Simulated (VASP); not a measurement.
An input for Ansatz (written as the equivalent of a VASP run, and not itself run):

Ansatz 0.2 input:
```yaml
crystal:
  lattice:
    - [0.0000000, 1.9991847, 1.9991847]
    - [1.9991847, 0.0000000, 1.9991847]
    - [1.9991847, 1.9991847, 0.0000000]
  atoms:
    - { symbol: Li, position: [0.0000000, 0.0000000, 0.0000000] }
    - { symbol: H, position: [0.5000000, 0.5000000, 0.5000000] }
kpoints:
  mp_grid: { grid: [10, 10, 10] }
hamiltonian:
  xc: pbe
  pseudopotentials: { kind: paw }
scf:
  occupations: { method: gaussian, width: 0.05 }
  max_iter: 100
relax:
  max_steps: 60
  f_tol: 0.01
  cell: {}
output: { forces: true, stress: true, eigenvalues: true }
```

Problem. Write the VASP files for the same calculation (PBE).

Solution. This is not unique; one that fits is 
### INCAR
```
LCHARG = .False.
ISMEAR = 0   # Gaussian
LWAVE = .False.
EDIFF = 1E-6   # SCF stop (eV)
IBRION = 2   # conjugate gradients
SIGMA = 0.05
ENCUT = 530   # plane-wave cut-off (eV)
SYSTEM = LiH
ISIF = 3   # ions, shape and volume
NELM = 100
GGA = PE
NSW = 60   # most ionic steps
LREAL = .False.   # projection in real space or not
EDIFFG = -0.01   # ionic stop
LASPH = .True.   # aspherical one-centre terms
ALGO = Normal   # blocked Davidson
PREC = Accurate
```

**KPOINTS**
```
Automatic mesh
0
Gamma
 10 10 10
```

File POSCAR:
```
LiH
1
   -0.0000000000     1.9991847398     1.9991847398
    1.9991847398    -0.0000000000     1.9991847398
    1.9991847398     1.9991847398    -0.0000000000
Li H
1 1
Direct
  0.0000000000   0.0000000000   0.0000000000
  0.5000000000   0.5000000000   0.5000000000
```

POTCAR, in this order: Li_sv H (PBE.64 set). Program: vasp_std.

Limits of the translation: each code has its own PAW files, so the cut-off isn't converted (ENCUT is set for VASP's; basis.ecutwfc is left out, and Ansatz then takes the one that its files recommend); Ansatz stops its SCF on the density residual and VASP on the energy change (EDIFF).

The compound is LiH in the rock salt structure. It was relaxed first, which changed the volume by -6 %. The start is the result of an earlier pass.
